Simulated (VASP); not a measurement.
Here is the system:

```xyz
2
Lattice="0.0000 2.9388 2.9388 2.9388 0.0000 2.9388 2.9388 2.9388 0.0000" Properties=species:S:1:pos:R:3 pbc="T T T"
In     0.0000     0.0000     0.0000
P      1.4694     1.4694     1.4694
```

All values below come from PBEsol GGA, VASP's PBE PAW potentials (set 64) (plane waves; VASP). Numerical set-up: 500 eV cut-off, 8×8×8 Γ-centred mesh, Gaussian smearing of 0.050 eV, potentials In_d P.

Unless said otherwise, spin-orbit coupling is left out, though it shifts the bands of the heavy elements here.

Question: Estimate the energy per atom (σ→0), band gap (on the k-mesh) with the smallest direct gap where there is one.

Answer: 
- band gap (on the k-mesh) = 0.57 eV
- smallest direct gap (on the k-mesh) = 0.57 eV
- energy per atom (σ→0) = -4.577 eV/atom

Only differences to runs with the same potentials and settings are physical.

The compound is InP in the zinc blende structure. It was relaxed first.
